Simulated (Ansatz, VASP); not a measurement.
**One calculation of FeCu, two programs**

File INCAR:

```
SYSTEM = FeCu
PREC     = Accurate       ! precision mode
ENCUT    = 520            ! plane-wave cutoff, eV
EDIFF    = 1E-6           ! SCF threshold, eV
ISMEAR   = -1             ! smearing method
SIGMA    = 0.03           ! smearing width, eV
LREAL    = .False.        ! projectors in reciprocal space
LASPH    = .True.         ! aspherical terms in the spheres
NELM     = 150            ! most SCF steps
ALGO     = Normal         ! electronic algorithm
ISIF     = 2              ! what is computed and relaxed
LWAVE    = .False.        ! write WAVECAR
LCHARG   = .False.        ! write CHGCAR
ISPIN    = 2              ! spin polarisation
MAGMOM   = 3 0            ! initial moments
LORBIT   = 11             ! projections on sites
LMAXMIX  = 4              ! l up to which the mixer works
GGA      = PE             ! functional
NBANDS   = 20             ! bands
```

KPOINTS

```
regular mesh
0
Gamma
  12 12 7
  0 0 0
```

POSCAR

```
FeCu
1.0
    1.5198533843     -2.1006932052      0.0000000000
    1.5198533843      2.1006932052      0.0000000000
    0.0000000000      0.0000000000      4.3728574876
Fe Cu
1 1
Direct
    0.0000000000      0.0000000000      0.0000000000
    0.5000000000      0.5000000000      0.5000000000
```

Input for Ansatz:

```yaml
crystal:
  lattice:
    - [1.5198533843, -2.1006932052, 0.0]
    - [1.5198533843, 2.1006932052, 0.0]
    - [0.0, 0.0, 4.3728574876]
  atoms:
    - { symbol: Fe, position: [0.0, 0.0, 0.0], spin: 3.0 }
    - { symbol: Cu, position: [0.5, 0.5, 0.5] }
magnetization:
  spin_polarized: true
kpoints:
  mp_grid: { grid: [12, 12, 7] }
scf:
  occupations: { method: fermi_dirac, width: 0.03 }
hamiltonian:
  xc: pbe
  pseudopotentials: { kind: paw }
output:
  forces: true
  stress: true
  eigenvalues: true
  populations: true
```

Change from the starting cell: volume scaled by 1.18, PAW files.

Alike in both runs: task single point; functional PBE; k mesh 12 × 12 × 7; occupations fermi-dirac, width 0.03 eV; collinear spin.

|  | VASP | Ansatz |
| --- | --- | --- |
| version | VASP 6.6.1 | Ansatz 0.2.0 |
| potentials or method | VASP PAW PBE potentials, release 64 (Fe, Cu) | PAW with Ansatz's default frozen-core files, scalar-relativistic |
| plane-wave cutoff (eV) | 520 | 420 |
| valence electrons in the cell | 19 | 35 |

Ansatz gave:

* pressure (GPa): -16.1
* largest component of the traceless stress (GPa): 1.03
* net moment per atom (μB): 1.42
* size of the moment on the site where the two differ most (μB): 2.84

Question: Estimate VASP's values.

Answer: Pressure (GPa): -15.8; largest component of the traceless stress (GPa): 1.24; net moment per atom (μB): 1.41; size of the moment on the site where the two differ most (μB): 2.81.

Site moments also hang on the region over which each program counts them. The two sets of potentials don't hold the same shells in valence.

Caveats: so large a pressure means that the cell lies far from this level's equilibrium, or that cutoff or potentials fall short (VASP).
